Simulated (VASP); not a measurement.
Data:

```
Cu3Li
1.0
   -1.78437     1.78437     3.59606
    1.78437    -1.78437     3.59606
    1.78437     1.78437    -3.59606
Li Cu
1 3
Direct
  0.00000   0.00000   0.00000
  0.75000   0.25000   0.50000
  0.25000   0.75000   0.50000
  0.50000   0.50000   0.00000
```

Calculation: PBEsol GGA, VASP's PBE PAW potentials (set 64) (plane waves; VASP). Run with 520 eV cut-off, 13×13×13 Γ-centred mesh, tetrahedra with Blöchl corrections, potentials Li_sv Cu.

The cores are frozen, which limits the accuracy of field gradients.

Q: Give the principal components of the electric field gradient (V/Å²) and the asymmetry η at each nucleus.

A: 
```tsv
atom	Vxx	Vyy	Vzz	η
Li1	0.0	0.0	-0.1	-
Cu2	-7.9	-7.9	15.8	0.00
Cu3	-7.9	-7.9	15.8	0.00
Cu4	13.8	13.8	-27.6	0.00
```

The structure comes from a computed database's LiCu3 entry (I4/mmm); how it stands against other phases isn't given here. It was relaxed first.
